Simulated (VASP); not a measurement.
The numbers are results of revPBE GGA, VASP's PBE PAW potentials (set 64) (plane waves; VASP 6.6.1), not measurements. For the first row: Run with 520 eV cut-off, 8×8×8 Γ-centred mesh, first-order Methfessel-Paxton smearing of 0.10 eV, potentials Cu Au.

| system | energy (eV/atom) |
|---|---|
| Cu3Au (L1_2) | -3.2445 |
| Cu atom | -0.2702 |
| Au atom | -0.1974 |

Atoms are spin-polarised in a large box without symmetry, with the spin fixed by Hund's rule, and may not be in the lowest state of each functional; no zero-point energy is added.  Spin-orbit coupling is left out, which shifts such energies by up to tenths of an eV for the heavy elements here.

Task: What is the cohesive energy per atom of Cu₃Au?

Result: The references average (3×(-0.2702) + 1×(-0.1974))/4 = -0.2520 eV, so the cohesive energy is -0.2520 − (-3.2445) = 2.992 eV/atom. Measured: 3.644 eV/atom (as given by Niraj K. Nepal et al., Physical Review B (2019), arXiv:1905.09348; from measured formation enthalpy and elemental cohesive energies; zero-point energy not added).
